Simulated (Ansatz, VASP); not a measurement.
# LiZn3 in VASP and in Ansatz

```xyz
4
Lattice="0.0000 3.0111 3.0111 3.0111 0.0000 3.0111 3.0111 3.0111 0.0000" Properties=species:S:1:pos:R:3 pbc="T T T"
Li    0.0000    0.0000    0.0000
Zn    1.5056    1.5056    1.5056
Zn    4.5167    4.5167    4.5167
Zn    3.0111    3.0111    3.0111
```

The cell comes from a database or a generator and needn't be the stable form of this composition.

Alike in both runs: task relaxation of cell and atoms; functional LDA; k mesh 6 × 6 × 6; no spin polarisation.

```csv
,VASP,Ansatz
version,VASP 6.6.1,Ansatz 0.2.0
potentials or method,"VASP PAW LDA potentials, release 64 (Li_sv, Zn)","plane waves, PAW"
plane-wave cutoff (eV),600,490
occupations,"methfessel-paxton of order 1, width 0.15 eV","cold, width 0.15 eV"
valence electrons in the cell,39,39
```

VASP gave:

```
gap on the k mesh at the Fermi level, each at its own relaxed structure (eV) : none
relaxed volume (Å³/atom)                                                     : 12.84
relaxed cell length with the largest relative difference (Å)                 : 4.173
energy change over the relaxation (meV/atom)                                 : -12
```

Which values does Ansatz return?

gap on the k mesh at the Fermi level, each at its own relaxed structure (eV): none; relaxed volume (Å³/atom): 12.76; relaxed cell length with the largest relative difference (Å): 4.163; energy change over the relaxation (meV/atom): -14.

A gap of «none» marks a metal or a gap that the smearing closes.

Caveats: the cutoff is under 1.25 times the usual one of these potentials, so pressure, stress and relaxed cells hold a basis-set (Pulay) error (VASP).
